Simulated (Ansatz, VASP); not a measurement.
# AlPt3N in two plane-wave programs, part 2 of 2

Wanted: the spread between two codes on one cell, functional and k mesh. The cell is generated by rule, not measured, and may not be a known phase. The cell is taken from a series of runs on this material, whose earlier steps may have relaxed, scaled, displaced or heated it; both programs get it as it stands.

VASP 6.6.1 and Ansatz 0.2.0.

So far: The structure; VASP: relaxation of cell and atoms, LDA, pair 1; Ansatz: relaxation of cell and atoms, LDA, pair 1.

The structure was built from a prototype and need not be the compound's stable phase.

**4. Comparison**

Known differences besides the potentials themselves: the two LDA forms differ slightly; the data sets hold 62 valence electrons in Ansatz (on its default PAW (the set named soft_2) files) and 38 in VASP; the cutoff is 420 eV in Ansatz and 600 eV in VASP; VASP's log shows a relativistic correction to its local exchange, Ansatz's none; Ansatz adds a Pulay correction to the stress that steers its cell, VASP none. Total energies have different zeros and are not compared.

Both answers:

| quantity | Ansatz | VASP | difference |
| --- | --- | --- | --- |
| volume (Å³) | 69.31 | 69.56 | -0.36 % |
| edge a after relaxation, in the typed setting (Å) | 4.108 | 4.113 | -0.12 % |

**5. Ansatz: relaxation of cell and atoms, LDA, pair 2**

The relaxed volume is the usual yardstick between codes: in a stiff, nearly cubic crystal its relative difference is about their pressure difference at one cell divided by the bulk modulus.

The cell is taken from a series of runs on this material, whose earlier steps may have relaxed, scaled, displaced or heated it; both programs get it as it stands.

The input, input.yaml:

```yaml
crystal:
  lattice:
    - [4.1076068523, 0.0, 0.0]
    - [0.0, 4.1076068523, 0.0]
    - [0.0, 0.0, 4.1076068523]
  atoms:
    - { symbol: Al, position: [0.0, 0.0, 0.0] }
    - { symbol: Pt, position: [0.5, 0.5, 0.0] }
    - { symbol: Pt, position: [0.5, 0.0, 0.5] }
    - { symbol: Pt, position: [0.0, 0.5, 0.5] }
    - { symbol: "N", position: [0.5, 0.5, 0.5] }
kpoints:
  mp_grid: { grid: [8, 8, 8] }
hamiltonian:
  xc: lda
scf:
  occupations: { method: methfessel_paxton, width: 0.15 }
output:
  forces: true
  stress: true
  eigenvalues: true
relax:
  adjacent_minimum: "off"
  f_tol: 0.001
  max_steps: 60
  cell: { stress_tol: 0.01 }
```

On the command line:

```sh
$ ansatz run input.yaml --threads 8 --pin off --max-ram 14336MiB --backend cpu --events-out ev --progress --plain --runs-dir out
```

Numbers of over 12 decimals in the logs are rounded to 6 here.

The log of the run:

```text
[...]
Crystal: 5 atoms, lattice volume = 69.305 Å³
Basis set: ecut = 420 eV, 1357 PW (Γ)
Bands: 38, of which v1, the nominal top of the filled ones, is band 31 counted from 1 (30 counted from 0)
Symmetry: 48 space group operations
[...]
k-points: 35 of 512
[...]
--- Relaxed structure (3 steps of the walk, 3 accepted, 1 SCFs on fresh bases) ---
[...]
cell:  # Å, volume = 69.2901 Å³
    - [4.107306, 0, 0]
    - [0, 4.107306, 0]
    - [0, 0, 4.107306]
  atoms:
    - { symbol: Al, position: [0, 0, 0] }
    - { symbol: Pt, position: [0.500000, 0.500000, 0] }
    - { symbol: Pt, position: [0.500000, 0, 0.500000] }
    - { symbol: Pt, position: [0, 0.500000, 0.500000] }
    - { symbol: N, position: [0.500000, 0.500000, 0.500000] }
[key lines of the parts left out:]
SCF converged after 5 iterations
Free energy (F): -37620.184404 eV
Fermi energy:    18.482513 eV
P = ⅓ Tr σ = -0.0005 GPa (-0.005 kbar)
```

**6. VASP: relaxation of cell and atoms, LDA, pair 2**

The same cell, functional (in two slightly different forms), mesh and smearing now go to VASP, with its own data sets.

The input, INCAR:

```
SYSTEM = AlPt3N
PREC = Accurate
ENCUT = 600
EDIFF = 1E-07
NELM = 120
ISMEAR = 1
SIGMA = 0.15
LREAL = .FALSE.
ALGO = Normal
GGA = CA
NBANDS = 25
LASPH = .TRUE.
LORBIT = 11
LWAVE = .FALSE.
LCHARG = .FALSE.
ISIF = 3
IBRION = 2
NSW = 80
EDIFFG = -0.005
GGA_COMPAT = .FALSE.
NELMIN = 4
KPAR = 2
```

The input, POSCAR:

```
AlPt3N
1.0
    4.1076070000      0.0000000000      0.0000000000
    0.0000000000      4.1076070000      0.0000000000
    0.0000000000      0.0000000000      4.1076070000
Al Pt N
1 3 1
Direct
    0.0000000000      0.0000000000      0.0000000000
    0.4999998783      0.4999998783      0.0000000000
    0.4999998783      0.0000000000      0.4999998783
    0.0000000000      0.4999998783      0.4999998783
    0.4999998783      0.4999998783      0.4999998783
```

The input, KPOINTS:

```
Automatic mesh
0
Gamma
8 8 8
0 0 0
```

PAW data sets: Al, Pt and N (LDA family, release 64).

On the command line:

```sh
$ mpirun -np 2 vasp_std
```

The log of the run:

```text
[... set-up lines as in an earlier step ...]
 entering main loop
       N       E                     dE             d eps       ncg     rms          rms(c)
DAV:   1     0.233595185575E+03    0.23360E+03   -0.20426E+04  1750   0.159E+03
DAV:   2    -0.245941544593E+02   -0.25819E+03   -0.24837E+03  2084   0.318E+02
DAV:   3    -0.363820339792E+02   -0.11788E+02   -0.11529E+02  2053   0.646E+01
DAV:   4    -0.365356784715E+02   -0.15364E+00   -0.15328E+00  2073   0.782E+00
[...]
DAV:  13    -0.343256395219E+02    0.36317E-06   -0.51592E-06  1937   0.126E-02    0.652E-03
DAV:  14    -0.343256393525E+02    0.16944E-06   -0.45324E-07  1992   0.415E-03    0.387E-03
DAV:  15    -0.343256392978E+02    0.54635E-07   -0.16043E-07  1527   0.220E-03
   1 F= -.34325639E+02 E0= -.34324629E+02  d E =-.343256E+02
[...]
N       E                     dE             d eps       ncg     rms          rms(c)
DAV:   1    -0.343635619227E+02   -0.37923E-01   -0.73115E-01  1848   0.666E+00    0.139E+00
[...]
DAV:   7    -0.343238338333E+02    0.58975E-07   -0.58121E-07  1968   0.536E-03
   2 F= -.34323834E+02 E0= -.34322967E+02  d E =0.180546E-02
 trial-energy change:    0.001805  1 .order    0.001775   -0.003853    0.007403
 step:   0.3387(harm=  0.3423)  dis= 0.00000  next Energy=   -34.326291 (dE=-0.651E-03)
[...]
N       E                     dE             d eps       ncg     rms          rms(c)
DAV:   1    -0.343439256053E+02   -0.20092E-01   -0.32219E-01  1863   0.441E+00    0.952E-01
DAV:   2    -0.343272023022E+02    0.16723E-01   -0.75143E-02  1885   0.184E+00    0.448E-01
DAV:   3    -0.343264566532E+02    0.74565E-03   -0.18982E-03  1813   0.264E-01    0.260E-01
DAV:   4    -0.343262906308E+02    0.16602E-03   -0.73398E-04  1981   0.144E-01    0.428E-02
DAV:   5    -0.343262903888E+02    0.24201E-06   -0.25175E-05  1973   0.279E-02    0.255E-02
DAV:   6    -0.343262915274E+02   -0.11386E-05   -0.49609E-06  1942   0.132E-02    0.280E-03
DAV:   7    -0.343262913972E+02    0.13018E-06   -0.60351E-07  1988   0.513E-03    0.106E-03
DAV:   8    -0.343262914115E+02   -0.14263E-07   -0.22208E-08   910   0.913E-04
   3 F= -.34326291E+02 E0= -.34325331E+02  d E =-.652114E-03
[...]
reached required accuracy - stopping structural energy minimisation
```

OUTCAR, selected parts (step 6):

```text
  Total       -0.0011993     -0.0011993     -0.0011993     -0.0000000     -0.0000000     -0.0000000
  in kB       -0.0276263     -0.0276263     -0.0276263     -0.0000000     -0.0000000     -0.0000000
  external PRESSURE =      -0.0276263 kB  Pullay stress =       0.0000000 kB

 POSITION                                       TOTAL-FORCE (eV/Angst)
 -----------------------------------------------------------------------------------
      0.00000      0.00000      0.00000        -0.000000      0.000000      0.000000
      2.05625      2.05625      0.00000        -0.000000      0.000000      0.000000
      2.05625     -0.00000      2.05625        -0.000000     -0.000000      0.000000
      0.00000      2.05625      2.05625         0.000000     -0.000000      0.000000
      2.05625      2.05625      2.05625         0.000000     -0.000000      0.000000
 -----------------------------------------------------------------------------------
    total drift:                                0.000722      0.000722      0.000722

  FREE ENERGIE OF THE ION-ELECTRON SYSTEM (eV)
  ---------------------------------------------------
  free  energy   TOTEN  =       -34.3262914115 eV

  energy  without entropy=      -34.3234092995  energy(sigma->0) =      -34.32533071

[... 2 parts as in an earlier step ...]

[... 2 further parts left out ...]
[key lines of the parts left out:]
E-fermi :  10.3623
```

**7. Comparison**

What differs besides the data sets and the points named for the pairs above, as far as they apply: the data sets hold 62 valence electrons in Ansatz (on its default PAW (the set named soft_2) files) and 38 in VASP. Total energies have different zeros and are not compared.

The two programs side by side:

```
                                         quantity  Ansatz   VASP  difference
                                      volume (Å³)   69.29  69.55     -0.38 %
edge a after relaxation, in the typed setting (Å)   4.107  4.112     -0.13 %
```

**8. VASP: zone-centre phonons, LDA**

Second derivatives magnify differences that forces hide, and they need a tight electronic threshold.

The input, INCAR:

```
SYSTEM = AlPt3N
PREC = Accurate
ENCUT = 600
EDIFF = 1E-08
NELM = 120
ISMEAR = 1
SIGMA = 0.15
LREAL = .FALSE.
ALGO = Normal
GGA = CA
NBANDS = 25
LASPH = .TRUE.
LORBIT = 11
LWAVE = .FALSE.
LCHARG = .FALSE.
ISIF = 2
IBRION = 8
GGA_COMPAT = .FALSE.
KPAR = 2
```

The input, POSCAR:

```
AlPt3N
1.0
    4.1073061256      0.0000000000      0.0000000000
    0.0000000000      4.1073061256      0.0000000000
    0.0000000000      0.0000000000      4.1073061256
Al Pt N
1 3 1
Direct
    0.0000000000      0.0000000000      0.0000000000
    0.5000000000      0.5000000000      0.0000000000
    0.5000000000      0.0000000000      0.5000000000
    0.0000000000      0.5000000000      0.5000000000
    0.5000000000      0.5000000000      0.5000000000
```

KPOINTS is that of step 6.

On the command line:

```sh
$ mpirun -np 2 vasp_std
```

The log of the run:

```text
[... set-up lines as in an earlier step ...]
 entering main loop
       N       E                     dE             d eps       ncg     rms          rms(c)
DAV:   1     0.234290197830E+03    0.23429E+03   -0.20560E+04  1750   0.160E+03
DAV:   2    -0.243368759594E+02   -0.25863E+03   -0.24935E+03  2062   0.320E+02
DAV:   3    -0.363829153772E+02   -0.12046E+02   -0.11789E+02  2140   0.648E+01
DAV:   4    -0.365361746452E+02   -0.15326E+00   -0.15300E+00  2030   0.777E+00
[...]
DAV:  14    -0.343255455873E+02    0.15314E-06   -0.40384E-07  2106   0.392E-03    0.365E-03
DAV:  15    -0.343255455390E+02    0.48332E-07   -0.14173E-07  1994   0.206E-03    0.891E-04
DAV:  16    -0.343255455332E+02    0.57680E-08   -0.22713E-08  1504   0.854E-04
   1 F= -.34325546E+02 E0= -.34324532E+02  d E =-.303940E-02
 Linear response reoptimize wavefunctions to high precision
DAV:   1    -0.343255455332E+02   -0.37744E-10   -0.74877E-10  1138   0.179E-04
 Linear response DOF=           4
 Linear response progress:
  Degree of freedom:   1/  4
[...]
RMM:  10    -0.256462895533E+00   -0.34325E-07   -0.88640E-08  6552   0.115E-04    0.129E-05
RMM:  11    -0.256462849678E+00    0.45855E-07   -0.29945E-08  6765   0.105E-04    0.211E-06
RMM:  12    -0.256462841131E+00    0.85461E-08   -0.35708E-08  6906   0.996E-05    0.814E-07
 first order change of Fermi-energy   0.70973E-03
 force on displaced ion       2 direction 3 :   0.000  -0.000 -20.087
 Linear response progress:
  Degree of freedom:   4/  4
       N       E                     dE             d eps       ncg     rms          rms(c)
RMM:   1    -0.232481882950E+00   -0.23248E+00    0.31524E-01  7727   0.253E+00
RMM:   2    -0.235155235166E+00   -0.26734E-02   -0.61139E-03  5679   0.413E-01    0.171E-01
RMM:   3    -0.235678876723E+00   -0.52364E-03   -0.79909E-04  5762   0.130E-01    0.922E-02
RMM:   4    -0.236431727948E+00   -0.75285E-03   -0.32426E-04  5826   0.833E-02    0.246E-02
[...]
RMM:   9    -0.236544854823E+00    0.18144E-06   -0.82232E-08  6149   0.239E-04    0.366E-05
RMM:  10    -0.236544959360E+00   -0.10454E-06   -0.76588E-08  6418   0.107E-04    0.112E-05
RMM:  11    -0.236544959786E+00   -0.42561E-09   -0.18730E-08  6541   0.725E-05    0.311E-06
 first order change of Fermi-energy   0.72580E-03
 force on displaced ion       5 direction 1 :  -5.149  -0.000   0.000
 Linear response finished
```

From OUTCAR (step 8):

```text
 POSITION                                       TOTAL-FORCE (eV/Angst)
 -----------------------------------------------------------------------------------
      0.00000      0.00000      0.00000         0.000000      0.000000      0.000000
      2.05365      2.05365      0.00000         0.000000      0.000000      0.000000
      2.05365      0.00000      2.05365         0.000000      0.000000      0.000000
      0.00000      2.05365      2.05365         0.000000      0.000000      0.000000
      2.05365      2.05365      2.05365         0.000000      0.000000      0.000000
 -----------------------------------------------------------------------------------
    total drift:                                0.000000      0.000000      0.000000

[... 1 part as in an earlier step ...]
```

**9. Ansatz: zone-centre phonons, LDA**

The same cell, functional (in two slightly different forms), mesh and smearing now go to Ansatz, which takes its cutoff from its data sets.

The cell is taken from a series of runs on this material, whose earlier steps may have relaxed, scaled, displaced or heated it; both programs get it as it stands.

input.yaml, the sections that differ from step 5:

```yaml
crystal:
  lattice:
    - [4.1073061256, 0.0, 0.0]
    - [0.0, 4.1073061256, 0.0]
    - [0.0, 0.0, 4.1073061256]
  atoms:
    - { symbol: Al, position: [0.0, 0.0, 0.0] }
    - { symbol: Pt, position: [0.5, 0.5, 0.0] }
    - { symbol: Pt, position: [0.5, 0.0, 0.5] }
    - { symbol: Pt, position: [0.0, 0.5, 0.5] }
    - { symbol: "N", position: [0.5, 0.5, 0.5] }
output:
  eigenvalues: true
phonons:
  method: dfpt
# kpoints, hamiltonian, scf: as in step 5
# relax: removed
```

On the command line:

```sh
$ ansatz run input.yaml --threads 8 --pin off --max-ram 14336MiB --backend cpu --events-out ev --progress --plain --runs-dir out
```

The log of the run:

```text
zone centre: on kpoints.mp_grid the ground state, and the responses unless they are solved on pairs of k-points, stand on 125 of the mesh's 512 k-points, reduced under 8 symmetry operations, with k and −k counted as one. Each operation leaves every solved displacement unchanged or reverses it
[...]
Crystal: 5 atoms, lattice volume = 69.290 Å³
[...]
k mesh reduced under 8 symmetry operations, with k and −k counted as one. Each operation leaves every solved displacement unchanged or reverses it
  ASR residual: 3.478e-5 → 0.000e0 eV/Å²; symmetrization residual: 5.589e-6 eV/Å²
  ASR residual per site (eV/Å²): 1.31e-5 3.48e-5 3.48e-5 3.48e-5 1.60e-5
  Γ frequencies (cm⁻¹): -138.72 -138.72 -138.72 -104.75 -104.75 -104.75 0.00 0.00 0.00 57.17 57.17 57.17 348.68 348.68 348.68
  non-analytic LO–TO correction: not included (Born effective charges unavailable; polar crystals: no LO–TO splitting at Γ)
[key lines of the parts left out:]
SCF converged after 9 iterations
Free energy (F): -37620.184405 eV
Fermi energy:    18.482513 eV
```

**10. Differences**

What differs besides the data sets and the points named for the pairs above, as far as they apply: the data sets hold 62 valence electrons in Ansatz (on its default PAW (the set named soft_2) files) and 38 in VASP. Total energies have different zeros and are not compared.

Both answers:

```csv
quantity,Ansatz,VASP,difference
"optical mode 1 to 3 (imaginary, printed as negative) (cm⁻¹)",-138.7,-128.9,-9.8
"optical mode 4 to 6 (imaginary, printed as negative) (cm⁻¹)",-104.8,-104.5,-0.2
optical mode 7 to 9 (cm⁻¹),57.2,63.5,-10.00 %
optical mode 10 to 12 (cm⁻¹),348.7,374.7,-6.95 %
```

Modes are paired by rising frequency, not by their patterns, so a pair may set unlike modes beside each other; they are those without the splitting of longitudinal modes.

**11. Results**

* difference in volume (relaxation of cell and atoms, LDA, pair 1): -0.36 %
* difference in volume (relaxation of cell and atoms, LDA, pair 2): -0.38 %
* r.m.s. difference of the optical zone-centre modes, each program's sorted by frequency (zone-centre phonons, LDA): 14 cm⁻¹
* difference in optical mode 7 to 9 (zone-centre phonons, LDA): -10.0 %

The difference in volume is -0.38 % (relaxation of cell and atoms, LDA, pair 2), within the 1.2 % picked in this series as the mark of a large difference, as far as the stopping tolerances let one tell. The data sets hold unlike numbers of valence electrons (62 in Ansatz and 38 in VASP), so part of the differences comes from the potentials. Among the rows given in per cent, the largest difference of the zone-centre phonons, LDA pair is in optical mode 7 to 9, -10.0 %. What causes the difference of the zone-centre phonons, LDA pair stays open here. 1 further run of this series is not shown here. Such differences can come from data sets, numerical settings and the points named under the comparisons, not from the functional's error against experiment.

[Lines on the potential files, build, host, timing and source positions are cut from VASP's logs without a mark.]

[Logs are printed without paths, hosts, clocks, repeated set-up lines and the standing remarks that a program may print on its own settings, such as how far it seeks lower states.]

[Hosts, paths, dates, database ids (printed as entryN), source tags and the programs' standing remarks are cut or masked in the printed files.]
